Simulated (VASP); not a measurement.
OSZICAR of a VASP run on GaAs (zinc blende):

### OSZICAR
```
       N       E                     dE             d eps       ncg     rms          rms(c)
DAV:   1     0.809680407612E+02    0.80968E+02   -0.92680E+03   926   0.204E+03
DAV:   2    -0.186429297106E+01   -0.82832E+02   -0.79818E+02  1020   0.320E+02
DAV:   3    -0.759444610534E+01   -0.57302E+01   -0.56965E+01  1150   0.740E+01
DAV:   4    -0.767757598304E+01   -0.83130E-01   -0.83105E-01  1024   0.972E+00
DAV:   5    -0.767905659573E+01   -0.14806E-02   -0.14806E-02  1110   0.111E+00    0.372E+00
DAV:   6    -0.749997684957E+01    0.17908E+00   -0.26864E-01  1420   0.122E+01    0.230E+00
DAV:   7    -0.746283674795E+01    0.37140E-01   -0.11892E-01  1314   0.334E+00    0.616E-01
DAV:   8    -0.746312049328E+01   -0.28375E-03   -0.12953E-02  1050   0.178E+00    0.207E-01
DAV:   9    -0.746344642546E+01   -0.32593E-03   -0.11565E-03  1066   0.433E-01    0.417E-02
DAV:  10    -0.746348982805E+01   -0.43403E-04   -0.10459E-04  1146   0.177E-01    0.218E-02
DAV:  11    -0.746352487246E+01   -0.35044E-04   -0.55801E-05  1010   0.777E-02    0.284E-03
DAV:  12    -0.746352514754E+01   -0.27508E-06   -0.14570E-06   821   0.257E-02
   1 F= 0.27651865E+01 E0= 0.27651865E+01  d E =0.276519E+01
       N       E                     dE             d eps       ncg     rms          rms(c)
DAV:   1    -0.165111137978E+02   -0.90476E+01   -0.11127E+02  1190   0.209E+02    0.234E+01
DAV:   2    -0.635820166245E+01    0.10153E+02   -0.39117E+01  1125   0.316E+02    0.713E+00
DAV:   3    -0.483975576396E+01    0.15184E+01   -0.24300E+00  1050   0.340E+01    0.438E+00
DAV:   4    -0.433851469299E+01    0.50124E+00   -0.47318E-01  1198   0.720E+00    0.182E+00
DAV:   5    -0.433253965467E+01    0.59750E-02   -0.14621E-02  1302   0.221E+00    0.148E+00
DAV:   6    -0.431911308353E+01    0.13427E-01   -0.27186E-02  1476   0.612E+00    0.456E-02
DAV:   7    -0.431934348603E+01   -0.23040E-03   -0.31811E-03   973   0.858E-01    0.427E-02
DAV:   8    -0.431934888060E+01   -0.53946E-05   -0.25670E-04  1344   0.505E-01    0.278E-02
DAV:   9    -0.431934534641E+01    0.35342E-05   -0.69284E-05  1171   0.210E-01    0.190E-02
DAV:  10    -0.431934603059E+01   -0.68418E-06   -0.45025E-06   970   0.347E-02
   2 F= 0.35672850E+01 E0= 0.35673084E+01  d E =0.802099E+00
       N       E                     dE             d eps       ncg     rms          rms(c)
DAV:   1    -0.121845667614E+02   -0.78652E+01   -0.79447E+01  1180   0.292E+02    0.129E+01
DAV:   2    -0.820417486403E+01    0.39804E+01   -0.56254E+00  1153   0.522E+01    0.637E+00
DAV:   3    -0.701870985933E+01    0.11855E+01   -0.19110E+00  1195   0.348E+01    0.924E-01
DAV:   4    -0.692313782831E+01    0.95572E-01   -0.30685E-01  1096   0.147E+01    0.501E-01
DAV:   5    -0.691777050157E+01    0.53673E-02   -0.42050E-02  1148   0.583E+00    0.319E-01
DAV:   6    -0.691449749755E+01    0.32730E-02   -0.11762E-02  1115   0.283E+00    0.587E-02
DAV:   7    -0.691431270576E+01    0.18479E-03   -0.20886E-03  1220   0.133E+00    0.362E-02
DAV:   8    -0.691433150381E+01   -0.18798E-04   -0.49773E-04  1065   0.360E-01    0.183E-02
DAV:   9    -0.691433252421E+01   -0.10204E-05   -0.17567E-05  1326   0.709E-02    0.111E-02
DAV:  10    -0.691433266026E+01   -0.13606E-06   -0.16729E-06   796   0.209E-02
   3 F= 0.26366496E+01 E0= 0.26366496E+01  d E =-.128537E+00
       N       E                     dE             d eps       ncg     rms          rms(c)
DAV:   1    -0.687782861672E+01    0.36504E-01   -0.33517E-02  1215   0.461E+00    0.307E-01
DAV:   2    -0.687569851917E+01    0.21301E-02   -0.37553E-03  1150   0.202E+00    0.136E-01
DAV:   3    -0.687518980216E+01    0.50872E-03   -0.46653E-04  1210   0.604E-01    0.341E-02
DAV:   4    -0.687513477419E+01    0.55028E-04   -0.66767E-05  1151   0.130E-01    0.838E-03
DAV:   5    -0.687513171910E+01    0.30551E-05   -0.22573E-06   882   0.240E-02    0.416E-03
DAV:   6    -0.687513145498E+01    0.26412E-06   -0.67180E-07   460   0.136E-02
   4 F= 0.26359978E+01 E0= 0.26359978E+01  d E =-.129189E+00
       N       E                     dE             d eps       ncg     rms          rms(c)
DAV:   1    -0.686149062209E+01    0.13641E-01   -0.41633E-03  1215   0.163E+00    0.108E-01
DAV:   2    -0.686122745231E+01    0.26317E-03   -0.46228E-04  1150   0.700E-01    0.480E-02
DAV:   3    -0.686116543582E+01    0.62016E-04   -0.58643E-05  1210   0.215E-01    0.119E-02
DAV:   4    -0.686115923193E+01    0.62039E-05   -0.84683E-06  1142   0.470E-02    0.292E-03
DAV:   5    -0.686115897391E+01    0.25802E-06   -0.24701E-07   460   0.862E-03
   5 F= 0.26359720E+01 E0= 0.26359720E+01  d E =-.129214E+00
```

### Question
Which electronic solver shows in the log?

### Answer
It is blocked Davidson (ALGO = Normal, or the opening steps of other solvers). The INCAR had ALGO = Normal.

### Question
Can the final energy be trusted as converged?

### Answer
The calculation finished and met its thresholds. It stopped with EDIFF = 1E-6, NELM = 100, NSW = 40 and EDIFFG = -0.02 after 5 ionic steps (PBE GGA, plane waves, VASP's PBE PAW potentials (set 64)). Energy and stress use the plane-wave basis of the starting cell.

The compound is GaAs in the zinc blende structure. This run relaxes it under an external pressure of 45 GPa. Symmetry was kept, so distortions that lower it aren't found.
